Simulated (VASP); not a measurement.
These are PBE GGA with D4 dispersion, VASP's PBE PAW potentials (set 64) (plane waves; VASP) values and carry that method's errors.

Input for VASP

KPOINTS:
```
Regular mesh
0
gamma
  10 10 8
```

**INCAR**
```
LCHARG = F
EDIFFG = -0.02   ! ionic stop
ISIF = 3   ! ions, shape and volume
SIGMA = 0.1   ! width (eV)
GGA = PE
NSW = 60
PREC = Accurate
LASPH = T   ! aspherical one-centre terms
LREAL = F   ! projection in real space or not
SYSTEM = MgB2
IBRION = 2
IVDW = 13
LWAVE = F
NELM = 100   ! most electronic steps
EDIFF = 1E-6   ! SCF stop (eV)
ALGO = Normal   ! blocked Davidson
ENCUT = 520   ! plane-wave cut-off (eV)
ISMEAR = 1
```

File POSCAR:
```
MgB2
1
    1.5304283991    -2.6507792610    -0.0000000000
    1.5304283991     2.6507792610    -0.0000000000
   -0.0000000000    -0.0000000000     3.4438344920
Mg B
1 2
Direct
  0.0000000000   0.0000000000   0.0000000000
  0.3333330000   0.6666670000   0.5000000000
  0.6666670000   0.3333330000   0.5000000000
```

POTCAR, in this order: Mg B (PBE.64 set). Program: vasp_std.

Output

**OSZICAR**
```
       N       E                     dE             d eps       ncg     rms          rms(c)
DAV:   1     0.648542089402E+01    0.64854E+01   -0.39721E+03  1168   0.845E+02
DAV:   2    -0.166939567315E+02   -0.23179E+02   -0.22365E+02  1616   0.112E+02
DAV:   3    -0.169906332649E+02   -0.29668E+00   -0.29670E+00  1384   0.152E+01
DAV:   4    -0.169912204042E+02   -0.58714E-03   -0.58714E-03  1808   0.580E-01
DAV:   5    -0.169912212687E+02   -0.86454E-06   -0.86425E-06  1336   0.960E-03    0.529E+00
DAV:   6    -0.155803712848E+02    0.14108E+01   -0.22879E+00  1240   0.848E+00    0.259E+00
DAV:   7    -0.153135140669E+02    0.26686E+00   -0.12707E+00  1328   0.619E+00    0.742E-01
DAV:   8    -0.153132452817E+02    0.26879E-03   -0.64923E-02  1184   0.183E+00    0.275E-01
DAV:   9    -0.153091455422E+02    0.40997E-02   -0.13144E-02  1240   0.646E-01    0.512E-02
DAV:  10    -0.153091388939E+02    0.66483E-05   -0.11067E-03  1584   0.211E-01    0.280E-02
DAV:  11    -0.153091005954E+02    0.38298E-04   -0.17297E-04  1240   0.815E-02    0.202E-03
DAV:  12    -0.153091007258E+02   -0.13040E-06   -0.14655E-06  1392   0.115E-02
   1 F= -.15988269E+02 E0= -.15988460E+02  d E =-.159883E+02
```

OUTCAR:
```
------------------------ aborting loop because EDIFF is reached ----------------------------------------
  Edisp (eV):   -0.67917
  FORCE on cell =-STRESS in cart. coord.  units (eV):
  Direction    XX          YY          ZZ          XY          YZ          ZX
  --------------------------------------------------------------------------------------
  Total       0.01417     0.01417     0.02312    -0.00000     0.00000     0.00000
  in kB       0.81262     0.81262     1.32583    -0.00000     0.00000     0.00000
  external pressure =        0.98 kB  Pullay stress =        0.00 kB
  volume of cell :       27.94
      direct lattice vectors                 reciprocal lattice vectors
     1.530428399 -2.650779261  0.000000000     0.326705908 -0.188623778  0.000000000
     1.530428399  2.650779261  0.000000000     0.326705908  0.188623778  0.000000000
     0.000000000  0.000000000  3.443834492     0.000000000  0.000000000  0.290374001
 POSITION                                       TOTAL-FORCE (eV/Angst)
 -----------------------------------------------------------------------------------
      0.00000      0.00000      0.00000         0.000000     -0.000000      0.000000
      1.53043      0.88359      1.72192        -0.000000      0.000000      0.000000
      1.53043     -0.88359      1.72192        -0.000000     -0.000000      0.000000
 -----------------------------------------------------------------------------------
    total drift:                                0.000000     -0.000000      0.000000
  FREE ENERGIE OF THE ION-ELECTRON SYSTEM (eV)
  ---------------------------------------------------
  free  energy   TOTEN  =       -15.9882694321 eV

  energy  without entropy=      -15.9888417870  energy(sigma->0) =      -15.98846022

 reached required accuracy - stopping structural energy minimisation
```
(Selected blocks of OUTCAR.)

The compound is MgB2 in the AlB2 type structure. It was relaxed first. The start is the result of an earlier pass.
